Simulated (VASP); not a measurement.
A convergence study with VASP on SrTiO$_{3}$ (cubic perovskite): one setting is varied, all else stays as given below, so the limit is that of these other settings. Each run relaxes cell and ions from the cell shown. The basis is that of the starting cell, so low cut-offs carry a Pulay error.

```
SrTiO3
1.0
    3.90500     0.00000     0.00000
    0.00000     3.90500     0.00000
    0.00000     0.00000     3.90500
Sr Ti O
1 1 3
Direct
  0.00000   0.00000   0.00000
  0.50000   0.50000   0.50000
  0.50000   0.00000   0.50000
  0.00000   0.50000   0.50000
  0.50000   0.50000   0.00000
```

All values below come from PBEsol GGA, VASP's PBE PAW potentials (set 64) (plane waves; VASP 6.6.1). The tightest run used: 800 eV cut-off, 4×4×4 Γ-centred mesh, Gaussian smearing of 0.050 eV, potentials Sr_sv Ti_sv O.

Gaps are read on the run's mesh, which can miss a band edge.

| setting | relaxed volume (Å³/atom) | E (eV/atom) | gap on the mesh (eV) | plane waves |
|---|---|---|---|---|
| ENCUT = 250 | 9.731 | -9.2654 | 2.214 | 554 |
| ENCUT = 300 | 10.549 | -8.6640 | 1.952 | 739 |
| ENCUT = 350 | 11.169 | -8.4610 | 1.903 | 912 |
| ENCUT = 400 | 11.555 | -8.4134 | 1.840 | 1108 |

Problem. These are the cheaper rows. Estimate the results at ENCUT = 800, and how far the last row shown lies from them.

Solution. 
```tsv
quantity	tightest run	last row shown is off by
relaxed volume (Å³/atom)	11.831	-0.276
E (eV/atom)	-8.4031	-0.0103
gap on the mesh (eV)	1.795	0.045
```

Left out are rungs that failed or repeat a setting and relaxations that didn't move; long series are thinned to 24 rows.

The compound is SrTiO3 in the cubic perovskite structure, the ideal cubic form; the compound distorts at low or room temperature.
